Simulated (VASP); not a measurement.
# CsTaS2: equilibrium volume by level of theory

The structure is hexagonal, space group P-6m2 (No. 187). Conventional cell: a = 3.542 Å, b = 3.542 Å, c = 8.268 Å, α = 90.00°, β = 90.00°, γ = 120.00°. Around Cs (site symmetry -6m2) lie 6 S at 3.33 Å and 6 Cs at 3.54 Å. Ta (site symmetry -6m2) has 6 S at 2.54 Å as nearest neighbours. S (site symmetry 3m) has 3 Ta at 2.54 Å as nearest neighbours.

The cell comes from a database or a generator and needn't be the stable form of this composition.

```tsv
rung	level	program and potentials	cutoff (eV)	k mesh	smearing	equilibrium volume (Å³/atom)	notes
GGA	AM05	VASP, PBE PAW files Cs_sv, S, Ta_pv, 600 eV	600	7 × 7 × 3	fermi-dirac 0.05	21.62	potentials made for PBE
GGA	PBE	VASP, PBE PAW files Cs_sv, S, Ta_pv, 600 eV	600	7 × 7 × 3	fermi-dirac 0.05	22.55	-
GGA + dispersion	PBE+D3(zero damping)	VASP, PBE PAW files Cs_sv, S, Ta_pv, 600 eV	600	7 × 7 × 3	fermi-dirac 0.05	21.98	-
GGA + dispersion	PBE+TS-HI	VASP, PBE PAW files Cs_sv, S, Ta_pv, 600 eV	600	7 × 7 × 3	fermi-dirac 0.05	21.32	-
GGA + dispersion	PBE+dDsC	VASP, PBE PAW files Cs_sv, S, Ta_pv, 600 eV	600	7 × 7 × 3	fermi-dirac 0.05	22.06	-
GGA	PBEsol	VASP, PBE PAW files Cs_sv, S, Ta_pv, 600 eV	600	7 × 7 × 3	fermi-dirac 0.05	21.50	potentials made for PBE
GGA	revPBE	VASP, PBE PAW files Cs_sv, S, Ta_pv, 600 eV	600	7 × 7 × 3	fermi-dirac 0.05	23.08	potentials made for PBE
non-local van der Waals functional	PBE+rVV10	VASP, PBE PAW files Cs_sv, S, Ta_pv, 600 eV	600	7 × 7 × 3	fermi-dirac 0.05	22.13	-
non-local van der Waals functional	optB88-vdW	VASP, PBE PAW files Cs_sv, S, Ta_pv, 600 eV	600	7 × 7 × 3	fermi-dirac 0.05	22.44	potentials made for PBE
```

Task: relaxation of cell and atoms. All rows: no spin polarisation. Smearing widths are in eV. Meshes are those of the run's cell of 4 atoms unless a note names another. Relaxations start from the cell shown or near it and stop with a little pressure left. Runs on faulty files, with rough fits or with known faults for this quantity aren't shown. No row holds spin-orbit coupling.

By rung: GGA 21.50 to 23.08; GGA + dispersion 21.32 to 22.06; non-local van der Waals functional 22.13 to 22.44 (Å³/atom).
